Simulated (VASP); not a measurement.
An input for Ansatz (written as the equivalent of a VASP run, and not itself run):

Ansatz 0.2 input:
```yaml
crystal:
  lattice:
    - [0.0000000, 2.6750000, 2.6750000]
    - [2.6750000, 0.0000000, 2.6750000]
    - [2.6750000, 2.6750000, 0.0000000]
  atoms:
    - { symbol: K, position: [0.0000000, 0.0000000, 0.0000000] }
    - { symbol: F, position: [0.5000000, 0.5000000, 0.5000000] }
kpoints:
  mp_grid: { grid: [9, 9, 9] }
hamiltonian:
  xc: pbe
  dispersion: d3bj
  pseudopotentials: { kind: paw }
scf:
  occupations: { method: gaussian, width: 0.05 }
  max_iter: 100
output: { forces: true, stress: true, eigenvalues: true }
```

Task: Translate this input to VASP (INCAR, KPOINTS, POSCAR, choice of POTCAR).

Result: This is not unique; one that fits is 
**POSCAR**
```
KF
1
    0.0000000000     2.6750000000     2.6750000000
    2.6750000000     0.0000000000     2.6750000000
    2.6750000000     2.6750000000     0.0000000000
K F
1 1
Direct
  0.0000000000   0.0000000000   0.0000000000
  0.5000000000   0.5000000000   0.5000000000
```

### KPOINTS
```
Regular mesh
0
gamma
 9 9 9
0 0 0
```

**INCAR**
```
SYSTEM = KF
PREC = Accurate
ENCUT = 520
EDIFF = 1E-7
NELM = 100
ALGO = Normal
LREAL = .FALSE.
LASPH = .TRUE.
ISMEAR = 0
SIGMA = 0.05
GGA = PE
IVDW = 12
LWAVE = .FALSE.
LCHARG = .FALSE.
ISIF = 2
```

POTCAR, in this order: K_sv F (PBE.64 set). Program: vasp_std.

The two are equivalent in intent, not identical: each code has its own PAW files, so the cut-off isn't converted (ENCUT is set for VASP's; basis.ecutwfc is left out, and Ansatz then takes the one that its files recommend); Ansatz stops its SCF on the density residual and VASP on the energy change (EDIFF).

The compound is KF in the rock salt structure. The cell was not relaxed at this level.
